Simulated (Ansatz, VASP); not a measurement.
# Ga9P9H10 (GaP wire along [110], 36 atoms a period, H-terminated) in two plane-wave programs

Wanted: the spread between two codes on one cell, functional and k mesh. The cell is taken from a series of runs on this material, whose earlier steps may have relaxed, scaled, displaced or heated it; both programs get it as it stands.

Program: Ansatz 0.2.0. Level of theory: plane waves, with VASP 6.6.1 beside it; single point at PBE. Results are calculated unless marked as measured.

**1. The starting structure**

The cell holds 56 atoms: 20 H, 18 Ga and 18 P. Its edges and angles: a = 23.690 Å, b = 23.017 Å, c = 3.985 Å, α = 90.0°, β = 90.0°, γ = 90.0°. Vacuum lies along a and b. The structure's axis is c.

**2. Ansatz: single point, PBE**

Ansatz runs on its PAW soft_1 files.

With cell and atoms fixed, the geometry can't cause a difference; cores, projectors, grids and the points listed under the comparison can.

File input.yaml:

```yaml
crystal:
  lattice:
    - [23.69, 0.0, 0.0]
    - [0.0, 23.017, 0.0]
    - [0.0, 0.0, 3.9854509325]
  atoms:
    - { symbol: H, position: [0.199620994, 0.39716701, 0.0] }
    - { symbol: Ga, position: [0.239571192, 0.451541367, 0.0] }
    - { symbol: P, position: [0.409583722, 0.207964279, 0.0] }
    - { symbol: P, position: [0.41266513, 0.374211489, 0.0] }
    - { symbol: H, position: [0.430948693, 0.857395327, 0.0] }
    - { symbol: H, position: [0.445093957, 0.158069765, 0.0] }
    - { symbol: Ga, position: [0.472809943, 0.290501187, 0.0] }
    - { symbol: Ga, position: [0.470445231, 0.46035009, 0.0] }
    - { symbol: P, position: [0.639404699, 0.210282411, 0.0] }
    - { symbol: P, position: [0.642642008, 0.370307183, 0.0] }
    - { symbol: H, position: [0.671618928, 0.157924879, 0.0] }
    - { symbol: Ga, position: [0.707375001, 0.28839634, 0.0] }
    - { symbol: Ga, position: [0.698460233, 0.455239057, 0.0] }
    - { symbol: H, position: [0.858498061, 0.540830069, 0.172827506] }
    - { symbol: H, position: [0.264482468, 0.288706908, 0.235636952] }
    - { symbol: H, position: [0.149206719, 0.540953087, 0.264300891] }
    - { symbol: H, position: [0.742402334, 0.28909523, 0.324368876] }
    - { symbol: P, position: [0.304527433, 0.288271423, 0.5] }
    - { symbol: P, position: [0.295679895, 0.629470572, 0.5] }
    - { symbol: P, position: [0.295662574, 0.459460806, 0.5] }
    - { symbol: H, position: [0.312689675, 0.143454787, 0.5] }
    - { symbol: H, position: [0.313781362, 0.771799563, 0.5] }
    - { symbol: Ga, position: [0.354285135, 0.195966689, 0.5] }
    - { symbol: Ga, position: [0.357353369, 0.379163749, 0.5] }
    - { symbol: Ga, position: [0.353457916, 0.545450424, 0.5] }
    - { symbol: Ga, position: [0.35222624, 0.716445136, 0.5] }
    - { symbol: P, position: [0.527866209, 0.288114436, 0.5] }
    - { symbol: P, position: [0.525051387, 0.626429468, 0.5] }
    - { symbol: P, position: [0.526659914, 0.45745287, 0.5] }
    - { symbol: P, position: [0.522214202, 0.792517343, 0.5] }
    - { symbol: H, position: [0.543816282, 0.145483481, 0.5] }
    - { symbol: H, position: [0.558932967, 0.841577973, 0.5] }
    - { symbol: Ga, position: [0.583713848, 0.200232304, 0.5] }
    - { symbol: Ga, position: [0.586898869, 0.372913839, 0.5] }
    - { symbol: Ga, position: [0.584099888, 0.54225457, 0.5] }
    - { symbol: Ga, position: [0.582109075, 0.710552848, 0.5] }
    - { symbol: P, position: [0.756847164, 0.619097519, 0.5] }
    - { symbol: P, position: [0.754780263, 0.462518741, 0.5] }
    - { symbol: H, position: [0.787963924, 0.672102902, 0.5] }
    - { symbol: H, position: [0.785463167, 0.409296052, 0.5] }
    - { symbol: Ga, position: [0.824474799, 0.539023678, 0.5] }
    - { symbol: H, position: [0.742402334, 0.28909523, 0.675631124] }
    - { symbol: H, position: [0.149206719, 0.540953087, 0.735699109] }
    - { symbol: H, position: [0.264482468, 0.288706908, 0.764363048] }
    - { symbol: H, position: [0.858498061, 0.540830069, 0.827172494] }
    - { symbol: P, position: [0.189303312, 0.542516422, 0.0] }
    - { symbol: H, position: [0.195254555, 0.685484421, 0.0] }
    - { symbol: Ga, position: [0.239706864, 0.635349296, 0.0] }
    - { symbol: P, position: [0.410338724, 0.543601818, 0.0] }
    - { symbol: P, position: [0.409675314, 0.712915845, 0.0] }
    - { symbol: Ga, position: [0.467499913, 0.629316239, 0.0] }
    - { symbol: Ga, position: [0.464650562, 0.799034962, 0.0] }
    - { symbol: P, position: [0.64095545, 0.541301601, 0.0] }
    - { symbol: P, position: [0.639018574, 0.706216346, 0.0] }
    - { symbol: H, position: [0.673331011, 0.757079059, 0.0] }
    - { symbol: Ga, position: [0.701004839, 0.623588342, 0.0] }
kpoints:
  mp_grid: { grid: [1, 1, 21] }
  band_path: { path: ["Γ", Z], npoints: 90 }
scf:
  occupations: { method: fermi_dirac, width: 0.05 }
hamiltonian:
  xc: pbe
  pseudopotentials: { kind: paw, azcp: { folder: soft_1 } }
output:
  dos: { e_range: [-5, 4] }
  write_potential: true
  write_density: true
  volumetric_format: npy
```

On the command line:

```bash
$ ansatz run input.yaml --threads 16 --pin off --max-ram 61440MiB --backend cuda --events-out ev --progress --plain --runs-dir out --max-vram 78GiB
```

Numbers of over 12 decimals in the logs are rounded to 6 here.

Log:

```text
Engine: ansatz 0.2.0, aarch64-unknown-linux-gnu
Pseudopotentials: kind: paw
Pseudopotential: H, paw, valence charge 1, recommended cutoff 420 eV (normal), soft_1/H.paw.azcp
Pseudopotential: Ga, paw, valence charge 13, recommended cutoff 420 eV (normal), soft_1/Ga.paw.azcp
Pseudopotential: P, paw, valence charge 5, recommended cutoff 420 eV (normal), soft_1/P.paw.azcp
Functional definition: PBE
  parameter kappa = 0.804
  parameter beta = 0.066725
  exchange = pbe_x(kappa = kappa, mu = beta*pi^2/3)
  correlation = pbe_c(beta = beta)
[...]
Crystal: 56 atoms, lattice volume = 2173.158 Å³
Basis set: ecut = 420 eV, 42611 PW (Γ)
Bands: 228, of which v1, the nominal top of the filled ones, is band 172 counted from 1 (171 counted from 0)
Symmetry: 2 space group operations
Space group: Pm (ITA 6), of the structure as read, at distance tolerance 1.3e-4 Å
k-points: 11 of 21
Non-local potential: H, projectors of the file, l = 0: 2, l = 1: 1
Non-local potential: Ga, projectors of the file, l = 0: 2, l = 1: 2, l = 2: 3, l = 3: 1
Non-local potential: P, projectors of the file, l = 0: 2, l = 1: 2, l = 2: 1
PAW form: soft (Blöchl's): semilocal exchange-correlation on the pseudo side does not see the compensation charge
PAW one-centre angular grid: H, 110 points (default); XC on 64 Gauss nodes
PAW one-centre angular grid: Ga, 590 points (default); XC on 64 Gauss nodes
PAW one-centre angular grid: P, 110 points (default); XC on 64 Gauss nodes
Initial density: superposition of atomic densities (neutral atoms: chi_scale 0, normalization atom)
Initial wavefunctions: pseudopotential atomic-orbital guess
[...]
Functional: x = pbe(κ = 0.804, μ = 0.219515), c = pbe(β = 0.066725)
SCF iter   1: F=—  HF=-82032.611634 eV  |F-HF|=—  |Δ(HF+E_count)|=         —  Δρ=3.85e-2  dr2=3.23e1  ethr=3.10e-3  ⟨swp⟩=9.3  Hψ=12943  notcnv=0  defer=164
preconditioner: auto → Resta (q_TF=auto, 2.007 Å⁻¹)  ε∞=2.2  [insulator: Δε(μ)=2.215 eV  Ē_g=13.699 eV  σ=0.050 eV  W_gap=1.00  n_scr=314 (ndim 8)  ℏωp=14.8 eV  f_vac=0.521  D(μ)=0.00/eV (n_scr^D=0)  ε∞_Penn≈2.2  vacuum switching on, ρ_ref=1.4e-2 e/Å³]
SCF iter   2: F=—  HF=-82024.444317 eV  |F-HF|=—  |Δ(HF+E_count)|=    8.17e0  Δρ=1.84e-2  dr2=6.06e0  ethr=3.10e-3  ⟨swp⟩=4.0  Hψ=5395  notcnv=0  defer=548
SCF iter   3: F=—  HF=-82023.481840 eV  |F-HF|=—  |Δ(HF+E_count)|=   9.62e-1  Δρ=4.88e-3  dr2=1.43e0  ethr=1.76e-3  ⟨swp⟩=3.1  Hψ=5053  notcnv=0  defer=447
SCF iter   4: F=—  HF=-82023.151367 eV  |F-HF|=—  |Δ(HF+E_count)|=   3.30e-1  Δρ=1.86e-3  dr2=3.02e-1  ethr=4.16e-4  ⟨swp⟩=5.3  Hψ=5406  notcnv=0  defer=450
SCF iter   5: F=—  HF=-82023.155654 eV  |F-HF|=—  |Δ(HF+E_count)|=   4.29e-3  Δρ=1.12e-3  dr2=1.01e-1  ethr=8.78e-5  ⟨swp⟩=4.1  Hψ=3181  notcnv=0  defer=429
SCF iter   6: F=—  HF=-82023.143359 eV  |F-HF|=—  |Δ(HF+E_count)|=   1.23e-2  Δρ=5.00e-4  dr2=1.72e-2  ethr=2.94e-5  ⟨swp⟩=2.8  Hψ=2642  notcnv=0  defer=429
[...]
SCF iter  11: F=—  HF=-82023.144553 eV  |F-HF|=—  |Δ(HF+E_count)|=   3.14e-7  Δρ=5.21e-6  dr2=8.09e-7  ethr=5.11e-9  ⟨swp⟩=2.0  Hψ=2585  notcnv=0  defer=430
SCF iter  12: F=—  HF=-82023.144554 eV  |F-HF|=—  |Δ(HF+E_count)|=   5.04e-7  Δρ=2.06e-6  dr2=1.33e-7  ethr=2.35e-10  ⟨swp⟩=3.0  Hψ=3361  notcnv=0  defer=430
SCF iter  13: F=-82023.144554 eV  HF=-82023.144554 eV  |F-HF|=8.82e-9  |Δ(HF+E_count)|=   9.68e-8  Δρ=8.04e-7  dr2=2.04e-8  ethr=2.91e-11  ⟨swp⟩=17.5  Hψ=13902  notcnv=0
SCF 1 converged in 13 iterations: F = -82023.144554 eV  dr2 = 2.04e-8
  greatest PAW one-centre occupation: 0.995 electrons in one spin orbital (limit 2), on the Ga atom at site 22 (counted from 0), in its partial waves of l = 2
[...]
NSCF: frozen V_eff on 91 k-points
[...]
SCF converged after 13 iterations
[...]
k-point 2: bands = ["-15.6379", "-15.5991", "-15.5604", "-15.5530", "-15.5102", "-15.4959", "-15.4874", "-15.4753", "-15.4706", "-15.4427", "-15.4102", "-15.3988", "-15.3905", "-15.3518", "-15.3394", "-15.3311", "-15.3288", "-15.3259", "-15.3224", "-15.3208", "-15.2820", "-15.2718", "-15.2688", "-15.2609", "-15.2561", "-15.2462", "-15.2317", "-15.2315", "-15.2258", "-15.2160", "-15.2105", "-15.2079", "-15.2070", "- [...]
  k-point 10: bands = ["-15.6153", "-15.6108", "-15.5728", "-15.5318", "-15.5195", "-15.5091", "-15.4969", "-15.4776", "-15.4589", "-15.4435", "-15.4160", "-15.4116", "-15.3916", "-15.3508", "-15.3452", "-15.3282", "-15.3233", "-15.3202", "-15.3103", "-15.2988", "-15.2924", "-15.2886", "-15.2791", "-15.2765", "-15.2738", "-15.2333", "-15.2260", "-15.2214", "-15.2192", "-15.2182", "-15.2169", "-15.2129", "-15.2001", " [...]
```

**3. VASP: single point, PBE**

The same cell, functional, mesh and smearing now go to VASP, with its own data sets.

Lines of VASP's logs that name or quote its potential files are left out, and so is its time.

File INCAR:

```
SYSTEM = Ga9P9H10
PREC = Accurate
ENCUT = 400
EDIFF = 1E-06
NELM = 120
ISMEAR = -1
SIGMA = 0.05
LREAL = Auto
ALGO = Normal
GGA = PE
NBANDS = 216
LORBIT = 11
LWAVE = .FALSE.
LCHARG = .FALSE.
ISIF = 2
LASPH = .TRUE.
GGA_COMPAT = .FALSE.
EFERMI = MIDGAP
KPAR = 8
```

File POSCAR:

```
Ga9P9H10
1.0
   23.6900000000      0.0000000000      0.0000000000
    0.0000000000     23.0170000000      0.0000000000
    0.0000000000      0.0000000000      3.9854509325
H Ga P
20 18 18
Direct
    0.1996209940      0.3971670100      0.0000000000
    0.4309486930      0.8573953270      0.0000000000
    0.4450939570      0.1580697650      0.0000000000
    0.6716189280      0.1579248790      0.0000000000
    0.8584980610      0.5408300690      0.1728275060
    0.2644824680      0.2887069080      0.2356369520
    0.1492067190      0.5409530870      0.2643008910
    0.7424023340      0.2890952300      0.3243688760
    0.3126896750      0.1434547870      0.5000000000
    0.3137813620      0.7717995630      0.5000000000
    0.5438162820      0.1454834810      0.5000000000
    0.5589329670      0.8415779730      0.5000000000
    0.7879639240      0.6721029020      0.5000000000
    0.7854631670      0.4092960520      0.5000000000
    0.7424023340      0.2890952300      0.6756311240
    0.1492067190      0.5409530870      0.7356991090
    0.2644824680      0.2887069080      0.7643630480
    0.8584980610      0.5408300690      0.8271724940
    0.1952545550      0.6854844210      0.0000000000
    0.6733310110      0.7570790590      0.0000000000
    0.2395711920      0.4515413670      0.0000000000
    0.4728099430      0.2905011870      0.0000000000
    0.4704452310      0.4603500900      0.0000000000
    0.7073750010      0.2883963400      0.0000000000
    0.6984602330      0.4552390570      0.0000000000
    0.3542851350      0.1959666890      0.5000000000
    0.3573533690      0.3791637490      0.5000000000
    0.3534579160      0.5454504240      0.5000000000
    0.3522262400      0.7164451360      0.5000000000
    0.5837138480      0.2002323040      0.5000000000
    0.5868988690      0.3729138390      0.5000000000
    0.5840998880      0.5422545700      0.5000000000
    0.5821090750      0.7105528480      0.5000000000
    0.8244747990      0.5390236780      0.5000000000
    0.2397068640      0.6353492960      0.0000000000
    0.4674999130      0.6293162390      0.0000000000
    0.4646505620      0.7990349620      0.0000000000
    0.7010048390      0.6235883420      0.0000000000
    0.4095837220      0.2079642790      0.0000000000
    0.4126651300      0.3742114890      0.0000000000
    0.6394046990      0.2102824110      0.0000000000
    0.6426420080      0.3703071830      0.0000000000
    0.3045274330      0.2882714230      0.5000000000
    0.2956798950      0.6294705720      0.5000000000
    0.2956625740      0.4594608060      0.5000000000
    0.5278662090      0.2881144360      0.5000000000
    0.5250513870      0.6264294680      0.5000000000
    0.5266599140      0.4574528700      0.5000000000
    0.5222142020      0.7925173430      0.5000000000
    0.7568471640      0.6190975190      0.5000000000
    0.7547802630      0.4625187410      0.5000000000
    0.1893033120      0.5425164220      0.0000000000
    0.4103387240      0.5436018180      0.0000000000
    0.4096753140      0.7129158450      0.0000000000
    0.6409554500      0.5413016010      0.0000000000
    0.6390185740      0.7062163460      0.0000000000
```

File KPOINTS:

```
Automatic mesh
0
Gamma
1 1 21
0 0 0
```

Potentials, in the order of the species: H, Ga_d and P (PBE family, release 64).

On the command line:

```bash
$ mpirun -np 8 vasp_std
```

Log:

```text
[banner, memory and clock lines left out]
running    8 mpi-ranks, on    1 nodes
[...]
|                                                                             |
|           W    W    AA    RRRRR   N    N  II  N    N   GGGG   !!!           |
|           W    W   A  A   R    R  NN   N  II  NN   N  G    G  !!!           |
|           W    W  A    A  R    R  N N  N  II  N N  N  G       !!!           |
|           W WW W  AAAAAA  RRRRR   N  N N  II  N  N N  G  GGG   !            |
|           WW  WW  A    A  R   R   N   NN  II  N   NN  G    G                |
|           W    W  A    A  R    R  N    N  II  N    N   GGGG   !!!           |
|                                                                             |
|     For optimal performance we recommend to set                             |
|       NCORE = 2 up to number-of-cores-per-socket                            |
|     NCORE specifies how many cores store one orbital (NPAR=cpu/NCORE).      |
|     This setting can greatly improve the performance of VASP for DFT.       |
|     The default, NCORE=1 might be grossly inefficient on modern             |
|     multi-core architectures or massively parallel machines. Do your        |
|     Unfortunately you need to use the default for GW and RPA                |
|     calculations (for HF NCORE is supported but not extensively tested      |
|     yet).                                                                   |
|                                                                             |

 LDA part: xc-table for (Slater+PW92), standard interpolation
 POSCAR, INCAR and KPOINTS ok, starting setup
[...]
entering main loop
       N       E                     dE             d eps       ncg     rms          rms(c)
DAV:   1     0.257749289286E+04    0.25775E+04   -0.12788E+05  5216   0.134E+03
DAV:   2     0.166187819425E+03   -0.24113E+04   -0.22915E+04  6168   0.349E+02
DAV:   3    -0.205485947591E+03   -0.37167E+03   -0.36721E+03  5896   0.148E+02
DAV:   4    -0.234866397249E+03   -0.29380E+02   -0.29212E+02  6256   0.405E+01
[...]
DAV:  29    -0.225548868245E+03   -0.34119E-05   -0.21959E-07  3832   0.232E-03    0.541E-04
DAV:  30    -0.225548870124E+03   -0.18788E-05   -0.15509E-07  3656   0.100E-03    0.414E-04
DAV:  31    -0.225548870986E+03   -0.86267E-06   -0.92594E-08  3640   0.146E-03
   1 F= -.22554887E+03 E0= -.22554721E+03  d E =-.333097E-02
```

OUTCAR, selected parts (step 3):

```text
  Total       -2.3196006     -2.2828351     -2.2008197      0.0383247      0.0000000      0.0000000
  in kB       -1.7101435     -1.6830378     -1.6225714      0.0282552      0.0000000      0.0000000
  external PRESSURE =      -1.6719175 kB  Pullay stress =       0.0000000 kB

 POSITION                                       TOTAL-FORCE (eV/Angst)
 -----------------------------------------------------------------------------------
      4.72902      9.14159      0.00000         0.010254      0.012113      0.000000
     10.20917     19.73467      0.00000         0.009753     -0.010637      0.000000
     10.54428      3.63829      0.00000        -0.007073      0.014897      0.000000
     15.91065      3.63496      0.00000        -0.009608      0.013555      0.000000
     20.33782     12.44829      0.68880        -0.009338      0.000168      0.019736
      6.26559      6.64517      0.93912         0.011607      0.000579      0.006986
      3.53471     12.45112      1.05336         0.013504      0.001060     -0.008410
     17.58751      6.65410      1.29276        -0.013057      0.001778     -0.020761
      7.40762      3.30190      1.99273         0.007834      0.011644      0.000000
      7.43348     17.76451      1.99273         0.006921     -0.011313      0.000000
     12.88301      3.34859      1.99273         0.006396      0.014084      0.000000
     13.24112     19.37060      1.99273        -0.012557     -0.014947      0.000000
     18.66687     15.46979      1.99273        -0.010061     -0.014876      0.000000
     18.60762      9.42077      1.99273        -0.007164      0.008438      0.000000
[...]
-----------------------------------------------------------------------------------
    total drift:                               -0.003262     -0.001353     -0.000024

  FREE ENERGIE OF THE ION-ELECTRON SYSTEM (eV)
  ---------------------------------------------------
  free  energy   TOTEN  =      -225.5488709863 eV

  energy  without entropy=     -225.5455400133  energy(sigma->0) =     -225.54720550

[... 2 further parts left out ...]
```

**4. Comparison**

Known differences besides the potentials themselves: the cutoff is 420 eV in Ansatz and 400 eV in VASP (PREC = Accurate, projectors in real space). Total energies have different zeros and are not compared.

Both answers:

```csv
quantity,Ansatz,VASP,difference
gap on the k mesh (eV),0.272,0.270,+0.003
```

A gap on the mesh is an upper bound, since the band edges may lie between its points.

**5. Summary of results**

```json
{
 "difference in gap on the k mesh (single point, PBE)": "0.0030 eV"
}
```

The difference in gap on the k mesh is 0.0030 eV (single point, PBE), within the 0.08 eV picked in this series as the mark of a large difference. How closely two codes agree says nothing of how well the functional describes the real material.

[Lines on the potential files, build, host, timing and source positions are cut from VASP's logs without a mark.]

[Logs are printed without paths, hosts, clocks, repeated set-up lines and the standing remarks that a program may print on its own settings, such as how far it seeks lower states.]

[Hosts, paths, dates, database ids (printed as entryN), source tags and the programs' standing remarks are cut or masked in the printed files.]
